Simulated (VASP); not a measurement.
Method: HSE06 screened hybrid, VASP's PBE PAW potentials (set 64) (plane waves; VASP).

The input files of a VASP run:

INCAR:
```
! general
SYSTEM   = CuGa32As32
PREC     = Normal
ENCUT    = 400   ! plane-wave cut-off (eV)
LREAL    = Auto
LASPH    = T
ISYM     = 0
NELECT   = 266.0

! electronic loop
EDIFF    = 1E-5
NELM     = 50
NELMIN   = 4
ALGO     = Normal
LMAXMIX  = 4   ! l cut-off of mixed one-centre charges

! smearing
ISMEAR   = 0
SIGMA    = 0.05   ! width (eV)

! functional
GGA      = PE
LHFCALC  = T
AEXX     = 0.25
HFSCREEN = 0.2
PRECFOCK = Fast

! ions
ISIF     = 0

! output
LWAVE    = F
LCHARG   = F
```

File KPOINTS:
```
Automatic mesh
0
Gamma
1 1 1
0 0 0
```

File POSCAR:
```
CuGa32As32
1
   11.5222104212     0.0000000000     0.0000000000
    0.0000000000    11.5222104212     0.0000000000
    0.0000000000     0.0000000000    11.5222104212
Ga As Cu
32 32 1
Direct
  0.4989593949   0.9991858772   0.9992940249
  0.7510252781   0.2510180784   0.9994283708
  0.7509136754   0.9991320833   0.2510161239
  0.9991750984   0.9994294998   0.9992897861
  0.2486774340   0.2485735567   0.0000657310
  0.5011922744   0.5009220518   0.0004284085
  0.7504640971   0.7505357933   0.9994354344
  0.2483798333   0.9990109722   0.2486719420
  0.5035279168   0.2447069227   0.2466966835
  0.7498574430   0.5010729668   0.2488993401
  0.5012638935   0.9989720141   0.5014671323
  0.7500853197   0.2486532026   0.5015100918
  0.7504161102   0.9994393786   0.7505385205
  0.9987113574   0.4987787991   0.9992609180
  0.2511380908   0.7508976445   0.9988716201
  0.9998500300   0.2485684565   0.2489481170
  0.2446781348   0.5047821156   0.2451731654
  0.5014253266   0.7500091999   0.2487478461
  0.9990646484   0.9992225107   0.4991089082
  0.2467594181   0.2453732973   0.5040904919
  0.5050690934   0.5049074326   0.5057468085
  0.7515585171   0.7511619998   0.4989338949
  0.2508279362   0.9990485786   0.7512185767
  0.5014503223   0.2486192904   0.7506654858
  0.7511943492   0.4988378543   0.7515931302
  0.9984252305   0.7508598002   0.2512277043
  0.9998625595   0.5010156696   0.5015336240
  0.2485738495   0.7501208453   0.5015487221
  0.9990417397   0.2509076466   0.7511883841
  0.2484597303   0.5011745112   0.7506252047
  0.4988969386   0.7511631300   0.7517987427
  0.9992762961   0.7507077619   0.7506060033
  0.6272534396   0.1228200827   0.1229014131
  0.8749796442   0.3749843733   0.1255920282
  0.8749085070   0.1253282008   0.3750953435
  0.1242465053   0.1241487570   0.1243878984
  0.3747740443   0.3748597530   0.1248835891
  0.6256810288   0.6255854754   0.1243802630
  0.8748044299   0.8750608352   0.1248915501
  0.3748257768   0.1230186899   0.3751200915
  0.6252553265   0.3750676326   0.3755107735
  0.8749824753   0.6243454738   0.3750715995
  0.6254341192   0.1242057077   0.6256638168
  0.8749720766   0.3749277046   0.6249169683
  0.8747840175   0.1249238075   0.8750074202
  0.1219628688   0.6280091143   0.1221475603
  0.3750644689   0.8747713009   0.1252580845
  0.1245818790   0.3748724580   0.3751543722
  0.3749969183   0.6254439515   0.3752075649
  0.6249133311   0.8748178196   0.3749895688
  0.1228518781   0.1228489341   0.6273793448
  0.3752727630   0.3750912297   0.6260995383
  0.6280744907   0.6282551696   0.6282541461
  0.8751340037   0.8752338161   0.6251748001
  0.3749745655   0.1252558712   0.8751698967
  0.6247575183   0.3749702905   0.8753981425
  0.8750894079   0.6251752158   0.8751644637
  0.1249582137   0.8747369481   0.3751121304
  0.1242683292   0.6255764722   0.6258615366
  0.3748979598   0.8748264188   0.6250963592
  0.1251481093   0.3749763951   0.8753217995
  0.3750081876   0.6244060747   0.8753088037
  0.6251485730   0.8752657043   0.8753096585
  0.1248464918   0.8749940239   0.8750164076
  0.3758923140   0.3791653563   0.3745311284
```

POTCAR, in this order: Ga As Cu (PBE.64 set). Program: vasp_gam. Read from the step before: WAVECAR.

Output

### OUTCAR
```
 ion  position               nearest neighbor table
   1  0.499  0.999  0.999-  63 2.49  55 2.49  47 2.49  33 2.50
   2  0.751  0.251  0.999-  34 2.49  56 2.49  45 2.49  33 2.50
   3  0.751  0.999  0.251-  39 2.49  35 2.49  50 2.49  33 2.50
   4  0.999  0.999  0.999-  45 2.49  39 2.49  64 2.49  36 2.49
   5  0.249  0.249  0.000-  36 2.48  55 2.49  61 2.49  37 2.51
   6  0.501  0.501  0.000-  38 2.48  56 2.49  62 2.49  37 2.51
   7  0.750  0.751  0.999-  63 2.49  57 2.49  39 2.49  38 2.49
   8  0.248  0.999  0.249-  36 2.49  58 2.49  47 2.49  40 2.51
   9  0.504  0.245  0.247-  33 2.46  40 2.52  37 2.53  41 2.54  65 2.59
  10  0.750  0.501  0.249-  38 2.48  34 2.49  42 2.49  41 2.51
  11  0.501  0.999  0.501-  43 2.49  60 2.49  50 2.49  40 2.51
  12  0.750  0.249  0.502-  43 2.48  35 2.49  44 2.49  41 2.51
  13  0.750  0.999  0.751-  63 2.49  54 2.49  45 2.49  43 2.49
  14  0.999  0.499  0.999-  34 2.49  57 2.49  61 2.49  46 2.50
  15  0.251  0.751  0.999-  62 2.49  47 2.49  64 2.49  46 2.50
  16  1.000  0.249  0.249-  36 2.48  35 2.49  34 2.49  48 2.51
  17  0.245  0.505  0.245-  46 2.45  48 2.53  37 2.53  49 2.54  65 2.57
  18  0.501  0.750  0.249-  38 2.48  50 2.49  47 2.49  49 2.51
  19  0.999  0.999  0.499-  54 2.49  35 2.49  58 2.49  51 2.50
  20  0.247  0.245  0.504-  51 2.46  40 2.52  52 2.53  48 2.53  65 2.61
  21  0.505  0.505  0.506-  53 2.45  52 2.53  41 2.53  49 2.54  65 2.57
  22  0.752  0.751  0.499-  54 2.49  42 2.49  50 2.49  53 2.50
  23  0.251  0.999  0.751-  64 2.49  55 2.49  60 2.49  51 2.50
  24  0.501  0.249  0.751-  43 2.48  55 2.49  56 2.49  52 2.51
...
```

**OSZICAR**
```
       N       E                     dE             d eps       ncg     rms          rms(c)
DAV:   1    -0.316961398019E+03   -0.31696E+03   -0.22567E+01   458   0.248E+01    0.137E+01
DAV:   2    -0.317121849232E+03   -0.16045E+00   -0.18059E+00   472   0.942E+00    0.926E+00
DAV:   3    -0.317085572490E+03    0.36277E-01   -0.21074E-01   464   0.121E+00    0.547E+00
DAV:   4    -0.317061062823E+03    0.24510E-01   -0.28207E-02   496   0.171E+00    0.311E+00
DAV:   5    -0.317054474035E+03    0.65888E-02   -0.10876E-02   408   0.188E-01    0.173E+00
DAV:   6    -0.317051978432E+03    0.24956E-02   -0.17849E-03   488   0.384E-01    0.963E-01
DAV:   7    -0.317051155087E+03    0.82334E-03   -0.74772E-04   368   0.517E-02    0.528E-01
DAV:   8    -0.317050876658E+03    0.27843E-03   -0.16719E-04   456   0.894E-02    0.285E-01
DAV:   9    -0.317050799875E+03    0.76784E-04   -0.63318E-05   336   0.185E-02    0.152E-01
DAV:  10    -0.317050780715E+03    0.19160E-04   -0.13746E-05   216   0.263E-02    0.830E-02
DAV:  11    -0.317050779464E+03    0.12507E-05   -0.11349E-05   216   0.116E-02
   1 F= -.31705078E+03 E0= -.31705078E+03  d E =-.320848E-15
```

OUTCAR:
```
------------------------ aborting loop because EDIFF is reached ----------------------------------------
  volume of cell :     1529.70
      direct lattice vectors                 reciprocal lattice vectors
    11.522210421  0.000000000  0.000000000     0.086788903  0.000000000  0.000000000
     0.000000000 11.522210421  0.000000000     0.000000000  0.086788903  0.000000000
     0.000000000  0.000000000 11.522210421     0.000000000  0.000000000  0.086788903
  FREE ENERGIE OF THE ION-ELECTRON SYSTEM (eV)
  ---------------------------------------------------
  free  energy   TOTEN  =      -317.0507794639 eV

  energy  without entropy=     -317.0507794639  energy(sigma->0) =     -317.05077946

  exchange ACFDT corr.  =         0.00000000  see jH, gK, PRB 81, 115126
```
(Selected blocks of OUTCAR.)

The cell is charged, with a uniform compensating background. The supercell is sampled at Γ alone, which is coarse: total energies, pressure and levels can be off, energies of defects by several tenths of an eV.

The cell is a supercell with a defect, built from GaAs (zinc blende): Cu_i, charge +1. The cell's shape comes from a PBE relaxation. The run is not spin-polarised, so no state with unpaired spins was tried.
